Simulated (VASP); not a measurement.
# HfNbSe4 (I4/mmm) in VASP: single point with PBE

Aim: the single point of HfNbSe4 with PBE.

Everything below comes from runs of VASP 6.6.1. Logs are shortened: lines on timing, memory, paths and dates and some standing lists are left out, and cuts for length are marked.

### 1 The cell of the first run

Symmetry: I4/mmm, No. 139, tetragonal system. The conventional cell has a = 6.186 Å, b = 6.186 Å, c = 8.186 Å, α = 90.00°, β = 90.00°, γ = 90.00°. Hf (site symmetry 4/mmm) has 2 Se at 1.95 Å as nearest neighbours. Nb (site symmetry 4/mmm) is surrounded by 2 Se at 2.14 Å. Around Se (site symmetry -4m2) lie 4 Se at 3.09 Å. Se (site symmetry 4mm) is surrounded by 1 Hf at 1.95 Å and 1 Nb at 2.14 Å.

The cell was built by a generator and needn't be a form met in nature.

### 2 Single point, PBE, collinear spin, twin_end start (random cell by space group and Wyckoff sites (I4/mmm, No. 139))

INCAR

```
SYSTEM = HfNbSe4
PREC = Accurate
ENCUT = 520
EDIFF = 1E-6
ISMEAR = 0
SIGMA = 0.1
LREAL = .False.
LASPH = .True.
NELM = 150
ALGO = Normal
ISIF = 2
LWAVE = .False.
LCHARG = .False.
ISPIN = 2
MAGMOM = 0.02 0.51 -0.04 -0.04 -0.01 -0.01
LORBIT = 11
LMAXMIX = 4
GGA = PE
NBANDS = 36
```

KPOINTS

```
regular mesh
0
Gamma
  4 4 4
  0 0 0
```

POSCAR

```
HfNbSe4
1.0
   -3.0927577200      3.0927577200      4.0932011800
    3.0927577200     -3.0927577200      4.0932011800
    3.0927577200      3.0927577200     -4.0932011800
Hf Nb Se
1 1 4
Direct
    0.0000000000      0.0000000000      0.0000000000
    0.5000000000      0.5000000000      0.0000000000
    0.2500000000      0.7500000000      0.5000000000
    0.7500000000      0.2500000000      0.5000000000
    0.2387148000      0.2387148000      0.0000000000
    0.7612852000      0.7612852000      0.0000000000
```

Potentials or basis: VASP PAW PBE potentials, release 64 (Hf_pv, Nb_sv, Se).

Run with:

```
cat potpaw_PBE.64/Hf_pv/POTCAR potpaw_PBE.64/Nb_sv/POTCAR potpaw_PBE.64/Se/POTCAR > POTCAR
mpirun -np 1 vasp_std > vasp.out
```

OUTCAR:

```text
SYSTEM = HfNbSe4
   PREC = Accurate
   ENCUT = 520
   EDIFF = 1E-6
   ISMEAR = 0
   LREAL = .False.
   LASPH = .True.
   NELM = 150
   ISIF = 2
   ISPIN = 2
   LORBIT = 11
   GGA = PE

 ion  position               nearest neighbor table
   1  0.000  0.000  0.000-   5 1.95   6 1.95
   2  0.500  0.500  0.000-   5 2.14   6 2.14
   3  0.250  0.750  0.500-
   4  0.750  0.250  0.500-
   5  0.239  0.239  0.000-   1 1.95   2 2.14
   6  0.761  0.761  0.000-   1 1.95   2 2.14

  LATTYP: Found a body centered tetragonal cell.
 ALAT       =     6.1855154400
 C/A-ratio  =     1.3234794156

  Lattice vectors:

 A1 = (  -3.0927577200,   3.0927577200,   4.0932011800)
 A2 = (   3.0927577200,  -3.0927577200,   4.0932011800)
 A3 = (   3.0927577200,   3.0927577200,  -4.0932011800)

Analysis of symmetry for initial positions (statically):
=====================================================================
 Subroutine PRICEL returns:
 Original cell was already a primitive cell.

 Routine SETGRP: Setting up the symmetry group for a
 body centered tetragonal supercell.

 Subroutine GETGRP returns: Found 16 space group operations
 (whereof 16 operations were pure point group operations)
 out of a pool of 16 trial point group operations.

The static configuration has the point symmetry D_4h.

Analysis of symmetry for dynamics (positions and initial velocities):
=====================================================================
 Subroutine PRICEL returns:
 Original cell was already a primitive cell.

 Routine SETGRP: Setting up the symmetry group for a
 body centered tetragonal supercell.

 Subroutine GETGRP returns: Found 16 space group operations
 (whereof 16 operations were pure point group operations)
 out of a pool of 16 trial point group operations.

The dynamic configuration has the point symmetry D_4h.

Analysis of structural, dynamic, and magnetic symmetry:
=====================================================================
 Subroutine PRICEL returns:
 Original cell was already a primitive cell.

 Routine SETGRP: Setting up the symmetry group for a
 body centered tetragonal supercell.

 Subroutine GETGRP returns: Found 16 space group operations
 (whereof 16 operations were pure point group operations)
 out of a pool of 16 trial point group operations.

The overall configuration has the point symmetry D_4h.

 Subroutine INISYM returns: Found 16 space group operations
 (whereof 16 operations are pure point group operations),
 and found     1 'primitive' translations

----------------------------------------------------------------------------------------

                                     Primitive cell

  volume of cell :     156.6083

  direct lattice vectors                    reciprocal lattice vectors
    -3.092757720  3.092757720  4.093201180     0.000000000  0.161668015  0.122153781
     3.092757720 -3.092757720  4.093201180     0.161668015  0.000000000  0.122153781
     3.092757720  3.092757720 -4.093201180     0.161668015  0.161668015  0.000000000

  length of vectors
     5.990375325  5.990375325  5.990375325     0.202627967  0.202627967  0.228633099

  position of ions in fractional coordinates (direct lattice)
     0.000000000  0.000000000  0.000000000
     0.500000000  0.500000000  0.000000000
     0.250000000  0.750000000  0.500000000
     0.750000000  0.250000000  0.500000000
     0.238714800  0.238714800  0.000000000
     0.761285200  0.761285200  0.000000000

  ion indices of the primitive-cell ions
   primitive index   ion index
                 1           1
                 2           2
                 3           3
                 4           4
                 5           5
                 6           6

----------------------------------------------------------------------------------------

 KPOINTS: regular mesh
[... 31 lines left out ...]
  0.500000  0.500000 -0.000000      2.000000
  0.250000  0.250000  0.250000      2.000000
 -0.250000  0.250000  0.250000      4.000000
  0.500000  0.500000  0.250000      4.000000
 -0.250000  0.500000  0.250000      8.000000
 -0.250000 -0.250000  0.250000      2.000000
  0.500000  0.500000  0.500000      1.000000
   k-points           NKPTS =     13   k-points in BZ     NKDIM =     13   number of bands    NBANDS=     36
   number of dos      NEDOS =    301   number of ions     NIONS =      6
   total plane-waves  NPLWV = 110592
   dimension x,y,z NGX =    48 NGY =   48 NGZ =   48
   dimension x,y,z NGXF=    96 NGYF=   96 NGZF=   96
   ions per type =               1   1   4
   NGX,Y,Z   is equivalent  to a cutoff of  13.32, 13.32, 13.32 a.u.
   NGXF,Y,Z  is equivalent  to a cutoff of  26.64, 26.64, 26.64 a.u.
 SYSTEM =  HfNbSe4
   PREC   = accura    normal or accurate (medium, high low for compatibility)
   ISTART =      0    job   : 0-new  1-cont  2-samecut
   ICHARG =      2    charge: 1-file 2-atom 10-const
   ISPIN  =      2    spin polarized calculation?
   LNONCOLLINEAR =      F non collinear calculations
   LSORBIT =      F    spin-orbit coupling
   LASPH  =      T    aspherical Exc in radial PAW
   ENCUT  =  520.0 eV  38.22 Ry    6.18 a.u.  11.14 11.14 11.14*2*pi/ulx,y,z
   NELM   =    150;   NELMIN=  2; NELMDL= -5     # of ELM steps
   EDIFF  = 0.1E-05   stopping-criterion for ELM
   LREAL  =      F    real-space projection
   EDIFFG = 0.1E-04   stopping-criterion for IOM
   NSW    =      0    number of steps for IOM
   IBRION =     -1    ionic relax: 0-MD 1-quasi-New 2-CG
   NFREE  =      0    steps in history (QN), initial steepest desc. (CG)
   ISIF   =      2    stress and relaxation
   ISYM   =      2    0-nonsym 1-usesym 2-fastsym
   POTIM  = 0.5000    time-step for ionic-motion
   TEBEG  =    0.0;   TEEND  =   0.0 temperature during run
   PSTRESS=    0.0 pullay stress
   NELECT =      47.0000    total number of electrons
   NUPDOWN=      -1.0000    fix difference up-down
   EMIN   =  10.00;   EMAX   =-10.00  energy-range for DOS
   EFERMI =   0.00;   METHOD = LEGACY
   ISMEAR =     0;   SIGMA  =   0.10  broadening in eV -4-tet -1-fermi 0-gaus
   EFERMI_NEDOS =   21; number of points for ismear=-14 and -15
   IALGO  =     38    algorithm
   IMIX   =      4    mixing-type and parameters
     AMIX     =   0.40;   BMIX     =  1.00
     AMIX_MAG =   1.60;   BMIX_MAG =  1.00
  volume/ion in A,a.u.               =      26.10       176.14
  Fermi-wavevector in a.u.,A,eV,Ry     =   1.096064  2.071260 16.345438  1.201356
  Thomas-Fermi vector in A             =   2.232399
   LORBIT       =     11    0 simple, 1 ext, 2 COOP (PROOUT), +10 PAW based schemes
   GGA     = PE    functional components
   LHFCALC =     F    Hartree Fock is set to
   AEXX    =    0.0000 exact exchange contribution
   IVDW    =     0    specifies the selected vdW correction
   LEPSILON=     F    determine dielectric tensor
   LRPA    =     F    only Hartree local field effects (RPA)
 spin polarized calculation
 Gauss-broadening in eV      SIGMA  =   0.10
  energy-cutoff  :      520.00
  volume of cell :      156.61
 maximum number of plane-waves:      4239
 NGX is ok and might be reduce to    48
   NGX = 23   NGY = 23   NGZ = 23

 number of electron      46.9999998 magnetization       0.0004769

 number of electron      46.9999998 magnetization      -0.0002669

 Free energy of the ion-electron system (eV)
  ---------------------------------------------------
  ext. energy  EPLUGINS =         0.00000000
  ---------------------------------------------------
  free energy    TOTEN  =       -19.73992275 eV

  energy without entropy =      -19.69821166  energy(sigma->0) =      -19.71906721

 E-fermi :   4.0287     XC(G=0):  -9.4477

 val. band max:        4.0270073934   @ k =  -0.2500   0.2500   0.2500
 cond. band min:       4.0528311037   @ k =  -0.2500   0.2500   0.2500
 fundamental gap:      0.0258237103
 Fermi energy:         4.0286982120

 spin component 1

 k-point     1 :       0.0000    0.0000    0.0000
  band No.  band energies     occupation
      1     -51.2966      1.00000
      2     -28.4255      1.00000
      3     -27.8294      1.00000
      4     -27.4319      1.00000
      5     -27.4319      1.00000
      6     -27.0422      1.00000
[... 483 lines left out ...]
     34       9.2116      0.00000
     35       9.5826      0.00000
 Fermi energy:         4.0286982120

 spin component 2

 k-point     1 :       0.0000    0.0000    0.0000
  band No.  band energies     occupation
      1     -51.2969      1.00000
      2     -28.4255      1.00000
      3     -27.8295      1.00000
      4     -27.4323      1.00000
      5     -27.4323      1.00000
      6     -27.0422      1.00000
[... 483 lines left out ...]
     34       9.2116      0.00000
     35       9.5825      0.00000
 [bands above 35 left out]

------------------------ aborting loop because EDIFF is reached ----------------------------------------

  FORCE on cell =-STRESS in cart. coord.  units (eV):
  Direction    XX          YY          ZZ          XY          YZ          ZX
  --------------------------------------------------------------------------------------
  -------------------------------------------------------------------------------------
  Total       -3.4868641     -3.4868641    103.9638508      0.0000000     -0.0000000      0.0000000
  in kB      -35.6722684    -35.6722684   1063.5993385      0.0000000     -0.0000000      0.0000000
  external PRESSURE =     330.7516006 kB  Pullay stress =       0.0000000 kB

 VOLUME and BASIS-vectors are now :
 -----------------------------------------------------------------------------
  energy-cutoff  :      520.00
  volume of cell :      156.61
      direct lattice vectors                 reciprocal lattice vectors
    -3.092757720  3.092757720  4.093201180     0.000000000  0.161668015  0.122153781
     3.092757720 -3.092757720  4.093201180     0.161668015  0.000000000  0.122153781
     3.092757720  3.092757720 -4.093201180     0.161668015  0.161668015  0.000000000

 POSITION                                       TOTAL-FORCE (eV/Angst)
 -----------------------------------------------------------------------------------
      0.00000      0.00000      0.00000        -0.000000     -0.000000     -0.000000
      0.00000      0.00000      4.09320        -0.000000     -0.000000     -0.000000
      3.09276      0.00000      2.04660        -0.000000     -0.000000     -0.000000
      0.00000      3.09276      2.04660        -0.000000     -0.000000     -0.000000
      0.00000      0.00000      1.95422         0.000000      0.000000     11.502775
      0.00000      0.00000      6.23219        -0.000000     -0.000000    -11.502775
 -----------------------------------------------------------------------------------
    total drift:                                0.000000     -0.000000      0.000000

  FREE ENERGIE OF THE ION-ELECTRON SYSTEM (eV)
  ---------------------------------------------------
  free  energy   TOTEN  =       -19.7399227544 eV

  energy  without entropy=      -19.6982116607  energy(sigma->0) =      -19.71906721

 total charge

# of ion       s       p       d       tot
------------------------------------------
    1        0.385   6.797   2.436   9.618
    2        2.152   6.013   2.785  10.951
    3        1.515   2.125   0.018   3.658
    4        1.515   2.125   0.018   3.658
    5        1.544   2.573   0.196   4.313
    6        1.544   2.573   0.196   4.313
--------------------------------------------------
tot          8.654  22.207   5.649  36.510

 magnetization (x)

# of ion       s       p       d       tot
------------------------------------------
    1       -0.000   0.000  -0.000  -0.000
    2       -0.000  -0.000  -0.001  -0.001
    3        0.000  -0.000  -0.000  -0.000
    4        0.000  -0.000  -0.000  -0.000
    5        0.000   0.000  -0.000   0.000
    6        0.000   0.000  -0.000   0.000
--------------------------------------------------
tot          0.000   0.000  -0.001  -0.001
```

Wall time 4.3 min (1 thread of Intel Xeon Platinum 8488C (Sapphire Rapids), shared host); peak memory 0.47 GiB.

Results:

| Quantity | Value |
| --- | --- |
| Free energy | -19.7399 eV |
| Pressure | 33.1 GPa |
| Largest force | 11.503 eV/Å |
| Band gap on the k mesh | none (metal or under the smearing width) |
| Net moment | 0.00 μB per cell |
| Valence electrons inside the program's atomic spheres | Hf 9.62; Nb 10.95; Se 3.66, 4.31 |

Forces on the atoms (eV/Å):
```
Hf    0.000   0.000   0.000
Nb    0.000   0.000   0.000
Se    0.000   0.000   0.000
Se    0.000   0.000   0.000
Se    0.000   0.000  11.503
Se    0.000   0.000 -11.503
```

Caveat: a pressure of tens of GPa on the cell as given is suspect, and the run, the potentials or the cell itself is likely at fault; forces of over 1 eV/Å show positions far from the minimum, so gaps and moduli don't describe the material at rest.
